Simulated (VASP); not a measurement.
VASP input:

### KPOINTS
```
K-points
0
gamma
 15 15 15
```

### INCAR
```
# general
SYSTEM =Pt
PREC   =Accurate
ENCUT  =400
LREAL  =.FALSE.
LASPH  =.TRUE.

# electronic loop
EDIFF  =1E-6
NELM   =100
ALGO   =Normal
LMAXMIX=6
LMIXTAU=.TRUE.

# smearing
ISMEAR =1
SIGMA  =0.1

# functional
METAGGA=R2SCAN

# ions
IBRION =2
NSW    =60
ISIF   =3
EDIFFG =-0.01

# output
LWAVE  =.FALSE.
LCHARG =.FALSE.
```

POSCAR:
```
Pt
1
   -1.5556530000     1.5556530000     1.5556530000
    1.5556530000    -1.5556530000     1.5556530000
    1.5556530000     1.5556530000    -1.5556530000
Pt
1
Direct
  0.0000000000   0.0000000000   0.0000000000
```

POTCAR, in this order: Pt (PBE.64 set). Program: vasp_std.

Problem. Write an equivalent input for Ansatz.

Solution. One equivalent input (not run):
Ansatz 0.2 input:
```yaml
crystal:
  lattice:
    - [-1.5556530, 1.5556530, 1.5556530]
    - [1.5556530, -1.5556530, 1.5556530]
    - [1.5556530, 1.5556530, -1.5556530]
  atoms:
    - { symbol: Pt, position: [0.0000000, 0.0000000, 0.0000000] }
kpoints:
  mp_grid: { grid: [15, 15, 15] }
hamiltonian:
  xc: r2scan
  pseudopotentials: { kind: paw }
scf:
  occupations: { method: methfessel_paxton, width: 0.1 }
  max_iter: 100
relax:
  max_steps: 60
  f_tol: 0.01
  cell: {}
output: { forces: true, stress: true, eigenvalues: true }
```
The two are equivalent in intent, not identical: each code has its own PAW files, so the cut-off isn't converted (ENCUT is set for VASP's; basis.ecutwfc is left out, and Ansatz then takes the one that its files recommend); Ansatz stops its SCF on the density residual and VASP on the energy change (EDIFF).

The structure was generated: Pt was put into the bcc type (Im-3m), which need not be its known phase. This run relaxes it. Symmetry was kept, so distortions that lower it aren't found.
